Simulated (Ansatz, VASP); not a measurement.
## Ge (2H polytype (invented)) in two plane-wave programs

One calculation is typed for both programs; each brings its own data sets. How far apart do they land? Of the first pair: The cell is taken from a series of runs on this material, whose earlier steps may have relaxed, scaled, displaced or heated it; both programs get it as it stands.

Main program and level: Ansatz 0.2.0; plane waves, with VASP 6.6.1 beside it; relaxation of cell and atoms at r2SCAN.

## 1. Starting point

The structure is hexagonal, space group P6_3/mmc (No. 194). Conventional cell: a = 3.995 Å, b = 3.995 Å, c = 6.599 Å, α = 90.00°, β = 90.00°, γ = 120.00°. Nearest to Ge lie 4 Ge at 2.45 to 2.47 Å.

As a file:

```
Ge
1.0
     3.99464    0.00000    0.00000
    -1.99732    3.45946    0.00000
     0.00000    0.00000    6.59929
Ge
4
Direct
  0.33333 0.66667 0.56298
  0.66667 0.33333 0.06298
  0.33333 0.66667 0.93702
  0.66667 0.33333 0.43702
```

## 2. VASP: relaxation of cell and atoms, r2SCAN, pair 1

The relaxed volume is the usual yardstick between codes: in a stiff, nearly cubic crystal its relative difference is about their pressure difference at one cell divided by the bulk modulus.

Lines of VASP's logs that name or quote its potential files are left out, and so is its time.

Input file INCAR:

```
SYSTEM = Ge
PREC = Accurate
ENCUT = 550
EDIFF = 1E-07
NELM = 120
ISMEAR = 0
SIGMA = 0.01
LREAL = .FALSE.
ALGO = Normal
METAGGA = R2SCAN
LASPH = .TRUE.
NBANDS = 34
LORBIT = 11
LWAVE = .FALSE.
LCHARG = .FALSE.
ISIF = 3
IBRION = 2
NSW = 80
EDIFFG = -0.005
GGA_COMPAT = .FALSE.
NELMIN = 4
LMIXTAU = .TRUE.
KPAR = 2
```

Input file POSCAR:

```
Ge
1.0
    3.9946360000      0.0000000000      0.0000000000
   -1.9973180000      3.4594560000      0.0000000000
    0.0000000000      0.0000000000      6.5992900000
Ge
4
Direct
    0.3333333333      0.6666666667      0.5629834422
    0.6666666667      0.3333333333      0.0629834422
    0.3333333333      0.6666666667      0.9370167094
    0.6666666667      0.3333333333      0.4370167094
```

Input file KPOINTS:

```
Automatic mesh
0
Gamma
9 9 6
0 0 0
```

PAW data sets: Ge_d (PBE family, release 64).

On the command line:

```bash
$ mpirun -np 2 vasp_std
```

Numbers of over 12 decimals in the logs are rounded to 6 here.

Output:

```text
[banner, memory and clock lines left out]
running    2 mpi-ranks, on    1 nodes
 distrk:  each k-point on    1 cores,    2 groups
 distr:  one band on    1 cores,    1 groups

 POSCAR found type information on POSCAR Ge
 POSCAR found :  1 types and       4 ions
|                                                                             |
|               ----> ADVICE to this user running VASP <----                  |
|                                                                             |
|     You enforced a specific xc type in the INCAR file but a different       |
|     [... a line on the potential file left out ...]
|     I HOPE YOU KNOW WHAT YOU ARE DOING!                                     |
|                                                                             |

 LDA part: xc-table for (None), standard interpolation
 POSCAR, INCAR and KPOINTS ok, starting setup
 FFT: planning ... GRIDC
 FFT: planning ... GRID_SOFT
 FFT: planning ... GRID
 WAVECAR not read
 entering main loop
       N       E                     dE             d eps       ncg     rms          rms(c)
DAV:   1     0.464259264421E+03    0.46426E+03   -0.30587E+04  3790   0.480E+03
DAV:   2     0.262276276802E+02   -0.43803E+03   -0.42934E+03  3264   0.858E+02
DAV:   3    -0.561333812952E+02   -0.82361E+02   -0.81488E+02  3664   0.221E+02
DAV:   4    -0.607066218385E+02   -0.45732E+01   -0.45602E+01  3760   0.611E+01
DAV:   5    -0.608045890262E+02   -0.97967E-01   -0.97935E-01  3758   0.991E+00    0.474E+00
DAV:   6    -0.579610343851E+02    0.28436E+01   -0.63490E-01  3534   0.116E+01    0.261E+00
DAV:   7    -0.524150132649E+02    0.55460E+01   -0.84940E-01  3434   0.705E+00    0.815E-01
DAV:   9    -0.551045376954E+02   -0.90454E+00   -0.28918E-01  3372   0.259E+00    0.308E-01
DAV:  10    -0.554068492612E+02   -0.30231E+00   -0.16823E-01  3476   0.284E+00    0.189E-01
DAV:  11    -0.554068525380E+02   -0.32769E-05   -0.40159E-03  3780   0.500E-01    0.188E-01
DAV:  12    -0.554082516424E+02   -0.13991E-02   -0.73134E-05  3688   0.625E-02    0.188E-01
DAV:  13    -0.554124221668E+02   -0.41705E-02   -0.20431E-03  3362   0.285E-01    0.191E-01
DAV:  14    -0.553855093875E+02    0.26913E-01   -0.18269E-02  3292   0.124E+00    0.362E-01
DAV:  15    -0.553883750744E+02   -0.28657E-02   -0.88883E-03  3342   0.811E-01    0.807E-01
[...]
DAV:  23    -0.554162694930E+02   -0.33336E-05   -0.15831E-05  3904   0.276E-02    0.736E-03
DAV:  24    -0.554162937097E+02   -0.24217E-04   -0.25983E-06  2864   0.127E-02    0.438E-03
DAV:  25    -0.554163083445E+02   -0.14635E-04   -0.15684E-06  2758   0.928E-03    0.379E-03
DAV:  26    -0.554163121319E+02   -0.37874E-05   -0.10793E-06  2528   0.807E-03    0.213E-03
DAV:  27    -0.554163160947E+02   -0.39629E-05   -0.52354E-07  2578   0.453E-03    0.141E-03
DAV:  28    -0.554163158217E+02    0.27301E-06   -0.13660E-07  2282   0.271E-03    0.778E-04
DAV:  29    -0.554163163781E+02   -0.55637E-06   -0.36332E-08  2084   0.174E-03    0.455E-04
DAV:  30    -0.554163163106E+02    0.67521E-07   -0.84365E-09  1670   0.779E-04
   1 F= -.55416316E+02 E0= -.55416316E+02  d E =-.554163E+02
 curvature:   0.00 expect dE= 0.000E+00 dE for cont linesearch  0.000E+00
 trial: gam= 0.00000 g(F)=  0.136E-05 g(S)=  0.359E-03 ort = 0.000E+00 (trialstep = 0.100E+01)
 search vector abs. value=  0.360E-03
 bond charge predicted
       N       E                     dE             d eps       ncg     rms          rms(c)
DAV:   1    -0.554236062237E+02   -0.72898E-02   -0.10338E-01  4528   0.515E+00    0.504E-01
DAV:   2    -0.554182682779E+02    0.53379E-02   -0.79269E-03  4158   0.139E+00    0.261E-01
DAV:   3    -0.554161071480E+02    0.21611E-02   -0.38278E-03  4214   0.849E-01    0.564E-02
DAV:   4    -0.554162345958E+02   -0.12745E-03   -0.85321E-04  3324   0.315E-01    0.280E-02
DAV:   5    -0.554163138964E+02   -0.79301E-04   -0.15185E-04  3304   0.867E-02    0.107E-02
DAV:   6    -0.554163716826E+02   -0.57786E-04   -0.33180E-05  3286   0.454E-02    0.666E-03
DAV:   7    -0.554163732721E+02   -0.15896E-05   -0.99637E-06  3308   0.312E-02    0.696E-04
DAV:   8    -0.554163811394E+02   -0.78673E-05   -0.26896E-06  3324   0.144E-02    0.371E-04
DAV:   9    -0.554163805732E+02    0.56617E-06   -0.19104E-07  2772   0.286E-03    0.729E-05
DAV:  10    -0.554163804164E+02    0.15682E-06   -0.23515E-08  1794   0.135E-03    0.356E-05
DAV:  11    -0.554163802736E+02    0.14286E-06   -0.44368E-09  1668   0.800E-04    0.243E-05
DAV:  12    -0.554163803555E+02   -0.81949E-07   -0.70599E-10  1662   0.299E-04
   2 F= -.55416380E+02 E0= -.55416380E+02  d E =-.640449E-04
 trial-energy change:   -0.000064  1 .order   -0.000095   -0.000360    0.000171
 step:   0.5950(harm=  0.6779)  dis= 0.00008  next Energy=   -55.416417 (dE=-0.101E-03)
 bond charge predicted
       N       E                     dE             d eps       ncg     rms          rms(c)
DAV:   1    -0.554175828803E+02   -0.12026E-02   -0.16850E-02  4520   0.206E+00    0.204E-01
DAV:   2    -0.554167291871E+02    0.85369E-03   -0.13091E-03  4160   0.565E-01    0.106E-01
DAV:   3    -0.554163997505E+02    0.32944E-03   -0.62155E-04  4214   0.342E-01    0.231E-02
DAV:   4    -0.554164042099E+02   -0.44593E-05   -0.13867E-04  3324   0.127E-01    0.114E-02
DAV:   5    -0.554164163582E+02   -0.12148E-04   -0.25365E-05  3284   0.352E-02    0.437E-03
DAV:   6    -0.554164181631E+02   -0.18049E-05   -0.55800E-06  3280   0.185E-02    0.269E-03
DAV:   7    -0.554164191370E+02   -0.97387E-06   -0.16099E-06  3306   0.125E-02    0.277E-04
DAV:   8    -0.554164181825E+02    0.95451E-06   -0.42637E-07  2550   0.578E-03    0.140E-04
DAV:   9    -0.554164185594E+02   -0.37686E-06   -0.34664E-08  1998   0.157E-03    0.275E-05
DAV:  10    -0.554164186142E+02   -0.54850E-07   -0.43839E-09  1674   0.625E-04
   3 F= -.55416419E+02 E0= -.55416419E+02  d E =-.102304E-03
 curvature:  -0.32 expect dE=-0.211E-05 dE for cont linesearch -0.174E-05
 trial: gam=-0.10488 g(F)=  0.888E-06 g(S)=  0.579E-05 ort = 0.445E-04 (trialstep = 0.919E+00)
 search vector abs. value=  0.132E-05
 reached required accuracy - stopping structural energy minimisation
```

Parts of OUTCAR (step 2):

```text
ion  position               nearest neighbor table
   1  0.333  0.667  0.563-   4 2.45   4 2.45   4 2.45   3 2.47
   2  0.667  0.333  0.063-   3 2.45   3 2.45   3 2.45   4 2.47
   3  0.333  0.667  0.937-   2 2.45   2 2.45   2 2.45   1 2.47
   4  0.667  0.333  0.437-   1 2.45   1 2.45   1 2.45   2 2.47

  LATTYP: Found a hexagonal cell.
 ALAT       =     3.9946360000
 C/A-ratio  =     1.6520378828

 Subroutine GETGRP returns: Found 24 space group operations
 (whereof 12 operations were pure point group operations)

The static configuration has the point symmetry D_3d.
 The point group associated with its full space group is D_6h.

 Found     48 irreducible k-points:

   k-points           NKPTS =     48   k-points in BZ     NKDIM =     48   number of bands    NBANDS=     34

   dimension x,y,z NGX =    32 NGY =   32 NGZ =   50
   dimension x,y,z NGXF=    64 NGYF=   64 NGZF=  100

   ENCUT  =  550.0 eV  40.42 Ry    6.36 a.u.   7.64  7.64 12.62*2*pi/ulx,y,z

   NELECT =      56.0000    total number of electrons

 k-points in reciprocal lattice and weights: Automatic mesh
   0.00000000  0.00000000  0.00000000       0.002
   0.11111111  0.00000000  0.00000000       0.012
   0.22222222 -0.00000000  0.00000000       0.012
   0.33333333  0.00000000  0.00000000       0.012
   0.44444444 -0.00000000  0.00000000       0.012
   0.11111111  0.11111111  0.00000000       0.012
   0.22222222  0.11111111  0.00000000       0.025
   0.33333333  0.11111111  0.00000000       0.025
   0.44444444  0.11111111  0.00000000       0.012
[...]
0.33333333  0.22222222  0.50000000       0.025
   0.33333333  0.33333333  0.50000000       0.004

 average (electrostatic) potential at core
       1 -79.5298       2 -79.5298       3 -79.5298       4 -79.5298

 E-fermi :   4.9302

 k-point     1 :       0.0000    0.0000    0.0000
  band No.  band energies     occupation
    ...
     24       3.2163      2.00000
     25       3.2163      2.00000
     26       4.5932      2.00000
     27       4.8921      2.00000
     28       4.8921      2.00000
     29       4.9672      0.00000
     30       5.1222      0.00000
     31       7.1924      0.00000
     32       7.1924      0.00000
     33       7.6881      0.00000
    ...

 k-point     2 :       0.1111    0.0000    0.0000
  band No.  band energies     occupation
    ...
     24       1.9837      2.00000
     25       2.9225      2.00000
     26       3.0908      2.00000
     27       4.3343      2.00000
     28       4.6048      2.00000
     29       5.9389      0.00000
     30       6.2775      0.00000
     31       7.3418      0.00000
     32       7.6025      0.00000
     33       8.1438      0.00000
    ...

 k-point     3 :       0.2222   -0.0000    0.0000
  band No.  band energies     occupation
    ...
     24       0.5412      2.00000
     25       1.1370      2.00000
     26       2.3526      2.00000
     27       3.6246      2.00000
     28       4.0394      2.00000
     29       6.0219      0.00000
     30       6.7682      0.00000
     31       8.2685      0.00000
     32       8.3277      0.00000
     33       8.6311      0.00000
    ...

  Total        0.0091699      0.0091699      0.0176681      0.0000000     -0.0000000      0.0000000
  in kB        0.1607670      0.1607670      0.3097582      0.0000000     -0.0000000      0.0000000
  external PRESSURE =       0.2104307 kB  Pullay stress =       0.0000000 kB

  energy-cutoff  :      550.00
  volume of cell :       91.39
      direct lattice vectors                 reciprocal lattice vectors
     3.996818919 -0.000000000  0.000000000     0.250198976  0.144452457  0.000000000
    -1.998409460  3.461346463 -0.000000000     0.000000000  0.288904913  0.000000000
     0.000000000 -0.000000000  6.605669899     0.000000000  0.000000000  0.151385100

 POSITION                                       TOTAL-FORCE (eV/Angst)
 -----------------------------------------------------------------------------------
     -0.00000      2.30756      3.71881        -0.000000     -0.000000      0.002145
      1.99841      1.15378      0.41597         0.000000     -0.000000      0.002145
     -0.00000      2.30756      6.18970        -0.000000      0.000000     -0.002145
      1.99841      1.15378      2.88686         0.000000      0.000000     -0.002145
 -----------------------------------------------------------------------------------
    total drift:                               -0.000000      0.000000     -0.000505

  FREE ENERGIE OF THE ION-ELECTRON SYSTEM (eV)
  ---------------------------------------------------
  free  energy   TOTEN  =       -55.4164186142 eV

  energy  without entropy=      -55.4164186142  energy(sigma->0) =      -55.41641861

 reached required accuracy - stopping structural energy minimisation

 total charge
# of ion       s       p       d       tot
------------------------------------------
    1        1.101   1.285  10.022  12.408
    2        1.101   1.285  10.022  12.408
    3        1.101   1.285  10.022  12.408
    4        1.101   1.285  10.022  12.408
--------------------------------------------------
tot          4.405   5.139  40.086  49.630

[... 3 further parts left out ...]
```

The run keeps the 24 symmetry operations of its start, so it cannot find a distortion of lower symmetry.

[end of part 1 of 2]

[Lines on the potential files, build, host, timing and source positions are cut from VASP's logs without a mark.]

[Logs are printed without paths, hosts, clocks, repeated set-up lines and the standing remarks that a program may print on its own settings, such as how far it seeks lower states.]

[Hosts, paths, dates, database ids (printed as entryN), source tags and the programs' standing remarks are cut or masked in the printed files.]
